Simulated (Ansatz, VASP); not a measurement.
# Re: VASP beside Ansatz

Aim: how closely do two programs agree when they are given the same cell, functional and k mesh? The structure shown is the end of the Ansatz relaxation below.

Program: Ansatz 0.2.0. Level of theory: plane waves, with VASP 6.6.1 beside it; single point at PBEsol. Results are calculated unless marked as measured.

### Step 1. The starting structure

The structure is hexagonal, space group P6_3/mmc (No. 194). Conventional cell: a = 2.766 Å, b = 2.766 Å, c = 4.354 Å, α = 90.00°, β = 90.00°, γ = 120.00°. Nearest to Re lie 12 Re at 2.70 to 2.77 Å.

### Step 2. Ansatz: relaxation, PBEsol

Ansatz runs on its PAW soft_1 files.

This run makes the geometry at which the two programs are then compared.

Contents of input.yaml:

```yaml
crystal:
  lattice:
    - [2.76437712, 0.0, 0.0]
    - [-1.38218856, 2.3940208116, 0.0]
    - [0.0, 0.0, 4.35388422]
  atoms:
    - { symbol: Re, position: [0.3333333, 0.6666667, 0.75] }
    - { symbol: Re, position: [0.6666667, 0.3333333, 0.25] }
kpoints:
  mp_grid: { grid: [18, 18, 10] }
scf:
  occupations: { method: fermi_dirac, width: 0.05 }
hamiltonian:
  xc: pbesol
  pseudopotentials: { kind: paw, azcp: { folder: soft_1 }, xc_functional: pbe }
basis:
  ecutwfc: 600
output:
  forces: true
  stress: true
  write_density: true
  write_potential: true
  elf: true
  volumetric_format: npy
relax:
  f_tol: 0.005
  max_steps: 70
  cell: { stress_tol: 0.02, p_target: 0, fix: [c, alpha, beta, gamma] }
```

On the command line:

```sh
> ansatz run input.yaml --threads 4 --pin off --max-ram 10240MiB --backend cpu --events-out ev --progress --plain --runs-dir out
```

Numbers of over 12 decimals in the logs are rounded to 6 here.

What it wrote:

```text
Warning: crystal.symmetry: narrowed to the stabiliser of the fixed cell quantities (relax.cell.fix) — unitary ops 24 → 8. The narrowing is safe, since a smaller group never makes results wrong: the run goes on under it, on as many k-points as the starting group would need, or more. Excluded: 16 operations that would move a fixed cell quantity at a test strain (relax.cell.fix fixes c, alpha, beta, gamma). The cell can leave their symmetry as it relaxes.
Engine: ansatz 0.2.0, x86_64-unknown-linux-gnu
Pseudopotentials: kind: paw
Pseudopotential: Re, paw, valence charge 15, recommended cutoff 420 eV (normal), soft_1/Re.paw.azcp
Functional definition: PBEsol
  exchange = pbesol_x
  correlation = pbesol_c
Crystal: 2 atoms, lattice volume = 28.814 Å³
Basis set: ecut = 600 eV, 965 PW (Γ), exchange–correlation on 48×48×72 points (8 copies of the dense FFT grid, shifted against one another)
Bands: 19, of which v1, the nominal top of the filled ones, is band 15 counted from 1 (14 counted from 0)
Symmetry: 8 space group operations
k-points: 546 of 3240
Non-local potential: Re, projectors of the file, l = 0: 3, l = 1: 2, l = 2: 2, l = 3: 1
PAW form: soft (Blöchl's): semilocal exchange-correlation on the pseudo side does not see the compensation charge
PAW frozen core: Re, regenerated for the run's functional, and the local potential with it (the file was generated under x = pbe(κ = 0.804, μ = 0.219515), c = pbe(β = 0.066725))
PAW one-centre angular grid: Re, 590 points (default); XC on 64 Gauss nodes
Initial density: superposition of atomic densities (chi_scale 0.1, normalization cell)
Initial wavefunctions: pseudopotential atomic-orbital guess
Functional: x = pbesol(κ = 0.804, μ = 0.123457), c = pbesol(β = 0.046)
SCF iter   1: F=—  HF=-21477.148733 eV  |F-HF|=—  |Δ(HF+E_count)|=         —  Δρ=6.21e-2  dr2=1.02e0  ethr=3.10e-3  ⟨swp⟩=5.2  Hψ=42930  notcnv=0
preconditioner: auto → none  [metal: Δε(μ)=0.013 eV  Ē_g=6.554 eV  σ=0.050 eV  W_gap=0.06  n_scr=8 (ndim 8)  ℏωp=25.9 eV  f_vac=0.000  D(μ)=1.69/eV (n_scr^D=22)  sad-step TF]
SCF iter   2: F=—  HF=-21476.870133 eV  |F-HF|=—  |Δ(HF+E_count)|=   2.79e-1  Δρ=3.62e-2  dr2=3.32e-1  ethr=3.10e-3  ⟨swp⟩=2.0  Hψ=16704  notcnv=0
SCF iter   3: F=—  HF=-21476.741707 eV  |F-HF|=—  |Δ(HF+E_count)|=   1.28e-1  Δρ=1.69e-3  dr2=2.91e-4  ethr=1.11e-3  ⟨swp⟩=3.0  Hψ=20218  notcnv=0
SCF iter   4: F=—  HF=-21476.742052 eV  |F-HF|=—  |Δ(HF+E_count)|=   3.45e-4  Δρ=2.31e-4  dr2=1.54e-5  ethr=9.69e-7  ⟨swp⟩=2.1  Hψ=15152  notcnv=0
SCF iter   5: F=—  HF=-21476.742049 eV  |F-HF|=—  |Δ(HF+E_count)|=   3.29e-6  Δρ=3.79e-5  dr2=2.72e-7  ethr=5.14e-8  ⟨swp⟩=2.0  Hψ=14107  notcnv=0
SCF iter   6: F=-21476.742049 eV  HF=-21476.742049 eV  |F-HF|=2.51e-9  |Δ(HF+E_count)|=   1.83e-8  Δρ=8.40e-6  dr2=1.22e-8  ethr=3.33e-10  ⟨swp⟩=8.0  Hψ=61355  notcnv=0
SCF 1 converged in 6 iterations: F = -21476.742049 eV  dr2 = 1.22e-8
  greatest PAW one-centre occupation: 0.999 electrons in one spin orbital (limit 2), on the Re atom at site 1 (counted from 0), in its partial waves of l = 0
relax step   1: F+E_penalty+E_count = -21476.74204909 eV  Δ(F+E_penalty+E_count) = +0.000e0 eV  max|allowed force component| = 7.394e-8 eV/Å  Δτ_max = 0.0000 Å  P = +4.383 GPa  Ω = 28.814 Å³  fix = [c, alpha, beta, gamma]  reactions: c +12.201 GPa; gamma +0.000 GPa/rad  (6 SCF iters, dr2 threshold 1.00e-7 eV, accepted)
[...]
relax step   2: F+E_penalty+E_count = -21476.74188331 eV  Δ(F+E_penalty+E_count) = +1.658e-4 eV  max|allowed force component| = 9.986e-8 eV/Å  Δτ_max = 0.0000 Å  P = +3.084 GPa  Ω = 28.909 Å³  energy of the carried Pulay correction = -3.552e-6 eV  fix = [c, alpha, beta, gamma]  (6 SCF iters, dr2 threshold 2.00e-7 eV, rejected (line search))
[...]
relax step   3: F+E_penalty+E_count = -21476.74209230 eV  Δ(F+E_penalty+E_count) = -4.321e-5 eV  max|allowed force component| = 4.149e-8 eV/Å  Δτ_max = 0.0000 Å  P = +3.968 GPa  Ω = 28.844 Å³  energy of the carried Pulay correction = -1.131e-6 eV  fix = [c, alpha, beta, gamma]  reactions: c +11.909 GPa; gamma -0.000 GPa/rad  (6 SCF iters, accepted)
[...]
relax step   4: F+E_penalty+E_count = -21476.74209339 eV  Δ(F+E_penalty+E_count) = -1.084e-6 eV  max|allowed force component| = 4.072e-8 eV/Å  Δτ_max = 0.0000 Å  P = +3.968 GPa  Ω = 28.844 Å³  fix = [c, alpha, beta, gamma]  reactions: c +11.909 GPa; gamma -0.000 GPa/rad  stress off target by 3.25e-3 GPa on what of the cell is left free  SCF on the basis re-selected at this cell (its energy is not comparable with the rows above)  (8 SCF iters)
basis re-selected at this cell: Δ(F+E_penalty+E_count) = -1.084e-6 eV, ΔP = +0.000 GPa vs the last step (what re-selecting the basis moved, of the pressure what is left beyond the Pulay correction that the steps carried, after the strain that the cell walked since its last selection, with what the two solves' SCF thresholds leave and, on support functions, any second-order correction that the steps lacked; it is no m [...]
SCF converged after 8 iterations
Free energy (F): -21476.742093 eV
Harris-Foulkes:  -21476.742093 eV  (|F-HF|=3.64e-12)
Internal energy: -21476.727095 eV  (E = F + TS)
E sigma→0 (E₀):  -21476.734594 eV
Entropy (-TS):   -0.014999 eV (-7.499 meV/atom)
Fermi energy:    24.378141 eV
--- Per-component energies (eV) ---
  E_band       = -130.495324
  E_kinetic    = 1048.998869
  E_local      = -1516.633742  (includes V_loc(G=0)·N_el)
  E_nonlocal   = 165.279057
  E_hartree    = 530.529533
  E_xc         = -709.586538
  E_vxc        = -581.459235  (∫ρ·V_xc dr)
  E_paw        = -17152.266366  (= ΣΔE_a)
  E_vpaw       = -307.739374  (= ΣTr[D̂ρ^β])
  E_aug_tail   = 0.000035  (compensation charges beyond the density's cutoff)
  E_ewald      = -3843.514596
  E_core_change = 0.466653  (= ΣΔE_core)
  E_smearing   = -0.014999  (= −TS)
  E_closure    = 0.000000  (closes the sum)
  Σ components = -21476.742093   (vs F -21476.742093, Δ=0.00e0)
--- Forces (eV/Å), atoms counted from 1 ---
  atom   1  Re     0.00000004    -0.00000002     0.00000000
  atom   2  Re    -0.00000004     0.00000002     0.00000000
  max |Σ_I F_I| component: 0.00e0 eV/Å
--- Stress (GPa, compression-positive) ---
       -0.003246       0.000000       0.000000
        0.000000      -0.003246       0.000000
        0.000000       0.000000      11.909072
  P = ⅓ Tr σ = 3.9675 GPa (39.675 kbar)
--- Band table (eV; the first three rows and the last of 546) ---
  k-point 0: bands = [... 11 lower, 22.7300, 23.1099, 23.6762, 23.6762, 24.3722, 24.3722, 25.3867, 27.8765]
  k-point 1: bands = [... 11 lower, 22.6454, 23.0256, 23.5828, 23.5828, 24.5804, 24.5804, 25.0122, 27.9090]
  k-point 2: bands = [... 11 lower, 22.4957, 22.7960, 23.3430, 23.3430, 24.1267, 25.0904, 25.0904, 27.9473]
  k-point 545: bands = [... 11 lower, 20.3142, 24.7033, 24.7033, 25.3653, 25.3653, 28.6856, 28.6856, 29.3703]
--- Relaxed structure (3 steps of the walk, 2 accepted, 1 SCFs on fresh bases) ---
  F+E_penalty+E_count = -21476.74209339 eV   max|allowed force component| = 4.072e-8 eV/Å   (the final SCF, on the basis selected at the relaxed cell)
  cell:  # Å, volume = 28.8441 Å³
    - [2.765827, 0, 0.0]
    - [-1.382913, 2.395276, 0.0]
    - [0.0, 0.0, 4.35388422]
  atoms:
    - { symbol: Re, position: [0.333333, 0.666667, 0.75] }
    - { symbol: Re, position: [0.666667, 0.333333, 0.25] }
```

In the SCF lines HF is the Harris–Foulkes energy and dr2 the Hartree energy of the density residual, in eV; the loop may stop once dr2 is under the threshold and the program's other checks hold. Hψ counts applications of the Hamiltonian.

### Step 3. VASP: single point, PBEsol, pair 1

The same cell, functional, mesh and smearing now go to VASP, with its own data sets.

Lines of VASP's logs that name or quote its potential files are left out, and so is its time.

Contents of INCAR:

```
SYSTEM = Re
PREC = Accurate
ENCUT = 600
EDIFF = 1E-06
NELM = 120
ISMEAR = -1
SIGMA = 0.05
LREAL = .FALSE.
ALGO = Normal
GGA = PS
NBANDS = 13
LASPH = .TRUE.
LORBIT = 11
LWAVE = .FALSE.
LCHARG = .FALSE.
ISIF = 2
GGA_COMPAT = .FALSE.
KPAR = 2
```

Contents of POSCAR:

```
Re
1.0
    2.7658266982      0.0000000000      0.0000000000
   -1.3829133491      2.3952761831      0.0000000000
    0.0000000000      0.0000000000      4.3538842200
Re
2
Direct
    0.3333333323      0.6666666677      0.7500000000
    0.6666666677      0.3333333323      0.2500000000
```

Contents of KPOINTS:

```
Automatic mesh
0
Gamma
18 18 10
0 0 0
```

The projector-augmented-wave data sets are Re (PBE family, release 64).

On the command line:

```sh
> mpirun -np 2 vasp_std
```

What it wrote:

```text
[banner, memory and clock lines left out]
running    2 mpi-ranks, on    1 nodes
 distrk:  each k-point on    1 cores,    2 groups
 distr:  one band on    1 cores,    1 groups

 POSCAR found type information on POSCAR Re
 POSCAR found :  1 types and       2 ions
|                                                                             |
|               ----> ADVICE to this user running VASP <----                  |
|                                                                             |
|     You enforced a specific xc type in the INCAR file but a different       |
|     [... a line on the potential file left out ...]
|     I HOPE YOU KNOW WHAT YOU ARE DOING!                                     |
|                                                                             |

 LDA part: xc-table for (Slater+PW92), standard interpolation
 POSCAR, INCAR and KPOINTS ok, starting setup
 FFT: planning ... GRIDC
 FFT: planning ... GRID_SOFT
 FFT: planning ... GRID
 WAVECAR not read
 entering main loop
       N       E                     dE             d eps       ncg     rms          rms(c)
DAV:   1     0.302834546753E+02    0.30283E+02   -0.74613E+03 10870   0.148E+03
DAV:   2    -0.252944146553E+02   -0.55578E+02   -0.47596E+02  9742   0.329E+02
DAV:   3    -0.281489057939E+02   -0.28545E+01   -0.24998E+01 10107   0.950E+01
DAV:   4    -0.281984524940E+02   -0.49547E-01   -0.47608E-01  9108   0.682E+00
DAV:   5    -0.281991590221E+02   -0.70653E-03   -0.70615E-03  9757   0.112E+00    0.461E+01
DAV:   6    -0.271047823247E+02    0.10944E+01   -0.91249E-01 10126   0.270E+01    0.194E+01
DAV:   7    -0.267360296398E+02    0.36875E+00   -0.63438E-01 10219   0.219E+01    0.481E-01
DAV:   8    -0.267240967157E+02    0.11933E-01   -0.77506E-03  9543   0.778E-01    0.142E-01
DAV:   9    -0.267232490308E+02    0.84768E-03   -0.41601E-04 10245   0.207E-01    0.467E-02
DAV:  10    -0.267232455962E+02    0.34346E-05   -0.60976E-05  9610   0.102E-01    0.168E-02
DAV:  11    -0.267232462921E+02   -0.69584E-06   -0.21190E-07  5765   0.199E-02
   1 F= -.26723246E+02 E0= -.26715713E+02  d E =-.150670E-01
```

From OUTCAR (step 3):

```text
ion  position               nearest neighbor table
   1  0.333  0.667  0.750-   2 2.70   2 2.70   2 2.70   2 2.70   2 2.70   2 2.70
   2  0.667  0.333  0.250-   1 2.70   1 2.70   1 2.70   1 2.70   1 2.70   1 2.70

  LATTYP: Found a hexagonal cell.
 ALAT       =     2.7658266982
 C/A-ratio  =     1.5741710147

 Subroutine GETGRP returns: Found 24 space group operations
 (whereof 12 operations were pure point group operations)

The static configuration has the point symmetry D_3d.
 The point group associated with its full space group is D_6h.

 Found    222 irreducible k-points:

   k-points           NKPTS =    222   k-points in BZ     NKDIM =    222   number of bands    NBANDS=     13

   dimension x,y,z NGX =    24 NGY =   24 NGZ =   36
   dimension x,y,z NGXF=    48 NGYF=   48 NGZF=   72

   ENCUT  =  600.0 eV  44.10 Ry    6.64 a.u.   5.52  5.52  8.70*2*pi/ulx,y,z

   NELECT =      14.0000    total number of electrons

 k-points in reciprocal lattice and weights: Automatic mesh
   0.00000000  0.00000000  0.00000000       0.000
   0.05555556  0.00000000  0.00000000       0.002
   0.11111111  0.00000000  0.00000000       0.002
   0.16666667 -0.00000000  0.00000000       0.002
   0.22222222  0.00000000  0.00000000       0.002
   0.27777778  0.00000000  0.00000000       0.002
   0.33333333  0.00000000  0.00000000       0.002
   0.38888889  0.00000000  0.00000000       0.002
   0.44444444  0.00000000  0.00000000       0.002
[...]
0.33333333  0.27777778  0.50000000       0.004
   0.33333333  0.33333333  0.50000000       0.001

 average (electrostatic) potential at core
       1 -38.6691       2 -38.6691

 E-fermi :   7.9245

 k-point     1 :       0.0000    0.0000    0.0000
  band No.  band energies     occupation
    ...
      5       6.6531      2.00000
      6       7.2184      2.00000
      7       7.2184      2.00000
      8       7.9169      1.07567
      9       7.9169      1.07567
     10       8.9237      0.00000
     11      11.4220      0.00000
     12      11.4220      0.00000
     13      18.5212      0.00000

 k-point     2 :       0.0556    0.0000    0.0000
  band No.  band energies     occupation
    ...
      5       6.9074      2.00000
      6       7.1300      2.00000
      7       7.3275      1.99999
      8       7.7320      1.95830
      9       7.8155      1.79685
     10       8.4775      0.00003
     11      11.4984      0.00000
     12      12.0757      0.00000
     13      18.5292      0.00000

 k-point     3 :       0.1111    0.0000    0.0000
  band No.  band energies     occupation
    ...
      5       6.8665      2.00000
      6       6.9710      2.00000
      7       7.3273      1.99999
      8       7.5489      1.99891
      9       7.6502      1.99175
     10       8.0386      0.18535
     11      11.6919      0.00000
     12      13.3527      0.00000
     13      18.5143      0.00000

  Total        0.0535096      0.0535096      2.1534938     -0.0000000      0.0000000      0.0000000
  in kB        2.9722488      2.9722488    119.6180670     -0.0000000      0.0000000      0.0000000
  external PRESSURE =      41.8541882 kB  Pullay stress =       0.0000000 kB

  energy-cutoff  :      600.00
  volume of cell :       28.84
      direct lattice vectors                 reciprocal lattice vectors
     2.765826698  0.000000000  0.000000000     0.361555553  0.208744196  0.000000000
    -1.382913349  2.395276183  0.000000000     0.000000000  0.417488391  0.000000000
     0.000000000  0.000000000  4.353884220     0.000000000  0.000000000  0.229679971

 POSITION                                       TOTAL-FORCE (eV/Angst)
 -----------------------------------------------------------------------------------
     -0.00000      1.59685      3.26541         0.000000     -0.000000      0.000000
      1.38291      0.79843      1.08847        -0.000000      0.000000      0.000000
 -----------------------------------------------------------------------------------
    total drift:                               -0.000000      0.000000     -0.000000

  FREE ENERGIE OF THE ION-ELECTRON SYSTEM (eV)
  ---------------------------------------------------
  free  energy   TOTEN  =       -26.7232462921 eV

  energy  without entropy=      -26.7081793292  energy(sigma->0) =      -26.71571281

 total charge
# of ion       s       p       d       tot
------------------------------------------
    1        0.637   0.693   4.912   6.242
    2        0.637   0.693   4.912   6.242
--------------------------------------------------
tot          1.274   1.386   9.823  12.484

[... 3 further parts left out ...]
```

The run ends at a pressure of 4.19 GPa.

### Step 4. Comparison

Known differences besides the potentials themselves: the data sets hold 30 valence electrons in Ansatz (on its PAW soft_1 files) and 14 in VASP; Ansatz makes its cores anew for this functional, VASP keeps those of its PBE data sets; Ansatz's pressure holds a Pulay correction, VASP's none. Total energies have different zeros and are not compared.

The two programs side by side:

```csv
quantity,Ansatz,VASP,difference
pressure (GPa),3.97,4.19,-0.22
```

### Step 5. Ansatz: relaxation, PBEsol

This run makes the geometry at which the two programs are then compared. The cell compared in this pair holds 28.73 Å³, against 28.84 Å³ for the pair before.

The structure compared here is the end of the Ansatz relaxation.

input.yaml, the sections that differ from step 2:

```yaml
crystal:
  lattice:
    - [2.77125368, 0.0, 0.0]
    - [-1.38562684, 2.3999760872, 0.0]
    - [0.0, 0.0, 4.30945683]
  atoms:
    - { symbol: Re, position: [0.3333333, 0.6666667, 0.75] }
    - { symbol: Re, position: [0.6666667, 0.3333333, 0.25] }
output:
  forces: true
  stress: true
# kpoints, scf, hamiltonian, basis, relax: as in step 2
```

On the command line:

```sh
> ansatz run input.yaml --threads 4 --pin off --max-ram 10240MiB --backend cpu --events-out ev --progress --plain --runs-dir out
```

What it wrote:

```text
[...]
Crystal: 2 atoms, lattice volume = 28.662 Å³
Basis set: ecut = 600 eV, 965 PW (Γ), exchange–correlation on 48×48×72 points (8 copies of the dense FFT grid, shifted against one another)
Bands: 19, of which v1, the nominal top of the filled ones, is band 15 counted from 1 (14 counted from 0)
Symmetry: 8 space group operations
k-points: 546 of 3240
[...]
0.000000      -0.011626       0.000000
        0.000000       0.000000      17.867374
  P = ⅓ Tr σ = 5.9480 GPa (59.480 kbar)
--- Relaxed structure (3 steps of the walk, 2 accepted, 1 SCFs on fresh bases) ---
[...]
cell:  # Å, volume = 28.7319 Å³
    - [2.774636, 0, 0.0]
    - [-1.387318, 2.402905, 0.0]
    - [0.0, 0.0, 4.30945683]
  atoms:
    - { symbol: Re, position: [0.333333, 0.666667, 0.750000] }
    - { symbol: Re, position: [0.666667, 0.333333, 0.25] }
[key lines of the parts left out:]
SCF converged after 8 iterations
Free energy (F): -21476.714635 eV
Fermi energy:    24.480704 eV
```

### Step 6. VASP: single point, PBEsol, pair 2

The same cell, functional, mesh and smearing now go to VASP, with its own data sets.

INCAR is that of step 3.

Contents of POSCAR:

```
Re
1.0
    2.7746355151      0.0000000000      0.0000000000
   -1.3873177575      2.4029048423      0.0000000000
    0.0000000000      0.0000000000      4.3094568300
Re
2
Direct
    0.3333333330      0.6666666670      0.7500000000
    0.6666666670      0.3333333330      0.2500000000
```

KPOINTS is that of step 3.

On the command line:

```sh
> mpirun -np 2 vasp_std
```

What it wrote:

```text
[banner, memory and clock lines left out]
running    2 mpi-ranks, on    1 nodes
[...]
[... a notice as in an earlier step ...]

 LDA part: xc-table for (Slater+PW92), standard interpolation
 POSCAR, INCAR and KPOINTS ok, starting setup
[...]
entering main loop
       N       E                     dE             d eps       ncg     rms          rms(c)
DAV:   1     0.312934669133E+02    0.31293E+02   -0.73973E+03 10910   0.147E+03
DAV:   2    -0.253069710839E+02   -0.56600E+02   -0.47909E+02  9773   0.335E+02
DAV:   3    -0.281102672010E+02   -0.28033E+01   -0.25025E+01 10092   0.947E+01
DAV:   4    -0.281548586129E+02   -0.44591E-01   -0.44144E-01  9258   0.636E+00
[...]
DAV:   9    -0.266960029692E+02    0.84267E-03   -0.40717E-04 10235   0.206E-01    0.474E-02
DAV:  10    -0.266959995975E+02    0.33717E-05   -0.61253E-05  9595   0.103E-01    0.173E-02
DAV:  11    -0.266960002401E+02   -0.64255E-06   -0.20878E-07  5807   0.191E-02
   1 F= -.26696000E+02 E0= -.26688314E+02  d E =-.153716E-01
```

(Part 1 of 2 ends here.)

[Lines on the potential files, build, host, timing and source positions are cut from VASP's logs without a mark.]

[Logs are printed without paths, hosts, clocks, repeated set-up lines and the standing remarks that a program may print on its own settings, such as how far it seeks lower states.]

[Hosts, paths, dates, database ids (printed as entryN), source tags and the programs' standing remarks are cut or masked in the printed files.]
